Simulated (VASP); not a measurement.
Collinear spin orders of FePt (L1_0), each at the geometry relaxed in the ferromagnetic state (one order's cell is shown).

Here is the system:

```yaml
crystal:
  lattice:
    - [2.72794, 0.00000, 0.00000]
    - [0.00000, 2.72794, 0.00000]
    - [0.00000, 0.00000, 3.75704]
  atoms:
    - { symbol: Fe, position: [0.00000, 0.00000, 0.00000], spin: 2.9 }
    - { symbol: Pt, position: [0.50000, 0.50000, 0.50000] }
```

All values below come from PBE GGA, VASP's PBE PAW potentials (set 64) (plane waves; VASP). Run with 400 eV cut-off, 14×14×10 Γ-centred mesh, Gaussian smearing of 0.050 eV, potentials Fe Pt.

The cells have different k-meshes, which leaves a few meV/atom of noise.

Task: Which of these orders lies lowest, and by how much: moments alternating along a1 (doubled cell); moments alternating along a3 (doubled cell); ferromagnetic?

Result: The order «ferromagnetic» lies lowest, by 6.2 meV/atom.
| order | energy over the lowest (meV/atom) | largest site moment (μB) |
|---|---|---|
| moments alternating along a1 (doubled cell) | 15.2 | 2.92 |
| moments alternating along a3 (doubled cell) | 6.2 | 2.96 |
| ferromagnetic | 0.0 | 2.94 |

The compound is FePt in the L1_0 structure. It was relaxed first.
